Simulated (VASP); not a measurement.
The input files of a VASP run:

File KPOINTS:
```
kpoints
0
gamma
 15 15 8
```

### POSCAR
```
Ru
1
    1.3977480587    -2.4209708243     0.0000000000
    1.3977480587     2.4209708243     0.0000000000
    0.0000000000     0.0000000000     4.3896040136
Ru
2
Direct
  0.3333330000   0.6666670000   0.2500000000
  0.6666670000   0.3333330000   0.7500000000
```

### INCAR
```
# general
SYSTEM  =Ru
PREC    =Accurate
ENCUT   =520   # plane-wave cut-off (eV)
LREAL   =.False.   # projection in real space or not
LASPH   =.True.

# electronic loop
EDIFF   =1E-7
NELM    =100
ALGO    =Normal
LMAXMIX =4

# smearing
ISMEAR  =1   # Methfessel-Paxton
SIGMA   =0.1   # width (eV)

# functional
GGA     =ML
LUSE_VDW=.True.
AGGAC   =0.0
ZAB_VDW =-1.8867

# ions
IBRION  =2   # conjugate gradients
NSW     =30   # most ionic steps
ISIF    =4   # ions and shape, fixed volume
EDIFFG  =-0.01

# output
LWAVE   =.False.
LCHARG  =.False.
```

POTCAR, in this order: Ru_pv (PBE.64 set). Program: vasp_std.

Problem. Write an equivalent input for Quantum ESPRESSO's pw.x.

Solution. One equivalent input (not run):
```
&CONTROL
  calculation = 'vc-relax'
  pseudo_dir = './pseudo'
  outdir = './out'
  tprnfor = .true.
  tstress = .true.
  nstep = 30
  forc_conv_thr = 0.00039
/
&SYSTEM
  ibrav = 0
  nat = 2
  ntyp = 1
  ecutwfc = 84
  occupations = 'smearing'
  smearing = 'methfessel-paxton'
  degauss = 0.00735
  input_dft = 'vdw-df2'
/
&ELECTRONS
  conv_thr = 7.3e-09
  electron_maxstep = 100
/
&IONS
/
&CELL
  cell_dofree = 'shape'
/
ATOMIC_SPECIES
  Ru 101.070 Ru.upf
CELL_PARAMETERS angstrom
     1.3977481   -2.4209708    0.0000000
     1.3977481    2.4209708    0.0000000
     0.0000000    0.0000000    4.3896040
ATOMIC_POSITIONS crystal
  Ru   0.3333330  0.6666670  0.2500000
  Ru   0.6666670  0.3333330  0.7500000
K_POINTS automatic
  15 15 8 0 0 0
```
Limits of the translation: the potentials are each code's own (VASP's PAW set, PseudoDojo norm-conserving files in pw.x), so ENCUT and ecutwfc are chosen apart and not converted; conv_thr bounds pw.x's estimated SCF error, while EDIFF bounds the energy change between steps; forc_conv_thr acts on force components and is met together with etot_conv_thr.

The compound is Ru in the hcp structure. This run relaxes it. Symmetry was kept, so distortions that lower it aren't found.
